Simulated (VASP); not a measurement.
Calculation: PBE GGA, VASP's PBE PAW potentials (set 64) (plane waves; VASP).

Input for VASP

**INCAR**
```
ALGO = Normal
EDIFF = 1E-6
ENCUT = 500
GGA = PE
ICHARG = 11
ISMEAR = 0
LASPH = .TRUE.
LCHARG = .FALSE.
LREAL = .FALSE.
LWAVE = .FALSE.
NELM = 100
PREC = Accurate
SIGMA = 0.05
SYSTEM = BN
```

### KPOINTS
```
k-points along high-symmetry lines
15
Line-mode
Reciprocal
  0.000000   0.000000   0.000000 ! GAMMA
 -0.500000  -0.500000   0.000000 ! X

 -0.500000  -0.500000   0.000000 ! X
 -0.375000  -0.375000   0.250000 ! U

 -0.375000   0.000000   0.375000 ! K
  0.000000   0.000000   0.000000 ! GAMMA

  0.000000   0.000000   0.000000 ! GAMMA
  0.000000   0.000000   0.500000 ! L

  0.000000   0.000000   0.500000 ! L
 -0.500000  -0.250000   0.250000 ! W

 -0.500000  -0.250000   0.250000 ! W
 -0.500000  -0.500000   0.000000 ! X
```

POSCAR:
```
BN
1
    0.0000000000     1.8130000000     1.8130000000
    1.8130000000     0.0000000000     1.8130000000
    1.8130000000     1.8130000000     0.0000000000
B N
1 1
Direct
  0.0000000000   0.0000000000   0.0000000000
  0.7500000000   0.7500000000   0.7500000000
```

POTCAR, in this order: B N (PBE.64 set). Program: vasp_std. Read from the step before: CHGCAR.

Output of the run:

### OUTCAR
```
 ion  position               nearest neighbor table
   1  0.000  0.000  0.000-   2 1.57   2 1.57   2 1.57   2 1.57
   2  0.750  0.750  0.750-   1 1.57   1 1.57   1 1.57   1 1.57
  LATTYP: Found a face centered cubic cell.
 ALAT       =     3.6260000000
 Subroutine PRICEL returns:
 Original cell was already a primitive cell.
 Subroutine GETGRP returns: Found 24 space group operations
The static configuration has the point symmetry T_d .
The dynamic configuration has the point symmetry T_d .
 Subroutine INISYM returns: Found 24 space group operations
   k-points           NKPTS =     90   k-points in BZ     NKDIM =     90   number of bands    NBANDS=      8
   number of dos      NEDOS =    301   number of ions     NIONS =      2
   total plane-waves  NPLWV =   8000
   dimension x,y,z NGX =    20 NGY =   20 NGZ =   20
   dimension x,y,z NGXF=    40 NGYF=   40 NGZF=   40
   ions per type =               1   1
   PREC   = accura    normal or accurate (medium, high low for compatibility)
   ISTART =      0    job   : 0-new  1-cont  2-samecut
   ICHARG =     11    charge: 1-file 2-atom 10-const
   ISPIN  =      1    spin polarized calculation?
   LNONCOLLINEAR =      F non collinear calculations
   LSORBIT =      F    spin-orbit coupling
   INIWAV =      1    electr: 0-lowe 1-rand  2-diag
   ENCUT  =  500.0 eV  36.75 Ry    6.06 a.u.   4.67  4.67  4.67*2*pi/ulx,y,z
...
```

File OSZICAR:
```
       N       E                     dE             d eps       ncg     rms          rms(c)
DAV:   1     0.123023354513E+02    0.12302E+02   -0.52431E+03  1472   0.964E+02
DAV:   2    -0.152764390523E+02   -0.27579E+02   -0.25947E+02  1960   0.160E+02
DAV:   3    -0.154702881011E+02   -0.19385E+00   -0.19385E+00  1664   0.175E+01
DAV:   4    -0.154704802106E+02   -0.19211E-03   -0.19211E-03  2056   0.449E-01
DAV:   5    -0.154704802789E+02   -0.68295E-07   -0.68292E-07  1560   0.677E-03
DAV:   6    -0.154704802790E+02   -0.12051E-09   -0.12045E-09  1744   0.218E-04
   1 F= -.15470480E+02 E0= -.15470480E+02  d E =-.100609E-11
```

OUTCAR:
```
 val. band max:        7.2915972339   @ k =   0.0000   0.0000   0.0000

 cond. band min:      11.7408707218   @ k =  -0.5000  -0.5000   0.0000



 k-point     1 :       0.0000    0.0000    0.0000
  band No.  band energies     occupation
      1     -12.8360      2.00000
      2       7.2916      2.00000
      3       7.2916      2.00000
      4       7.2916      2.00000
      5      16.0682      0.00000
      6      16.0682      0.00000
      7      16.0682      0.00000
      8      17.4930      0.00000

 k-point     2 :      -0.0357   -0.0357    0.0000
  band No.  band energies     occupation
      1     -12.7948      2.00000
      2       7.1769      2.00000
      3       7.1838      2.00000
      4       7.1838      2.00000
      5      15.9917      0.00000
      6      16.2104      0.00000
      7      16.2104      0.00000
      8      17.6299      0.00000

 k-point     3 :      -0.0714   -0.0714    0.0000
  band No.  band energies     occupation
      1     -12.6715      2.00000
      2       6.8483      2.00000
      3       6.8832      2.00000
      4       6.8832      2.00000
      5      15.8013      0.00000
      6      16.6133      0.00000
      7      16.6133      0.00000
      8      17.9791      0.00000

 k-point     4 :      -0.1071   -0.1071    0.0000
  band No.  band energies     occupation
      1     -12.4672      2.00000
      2       6.3437      2.00000
      3       6.4442      2.00000
      4       6.4442      2.00000
      5      15.5435      0.00000
      6      17.2217      0.00000
      7      17.2217      0.00000
      8      18.4292      0.00000

 k-point     5 :      -0.1429   -0.1429    0.0000
  band No.  band energies     occupation
      1     -12.1834      2.00000
      2       5.7062      2.00000
      3       5.9253      2.00000
      4       5.9253      2.00000
      5      15.2353      0.00000
      6      17.9744      0.00000
      7      17.9744      0.00000
      8      18.8620      0.00000
...
```

The density is held fixed in this step, so its total energy and stress have no physical meaning.

The structure comes from a computed database's BN entry (F-43m); how it stands against other phases isn't given here. The cell was not relaxed at this level.
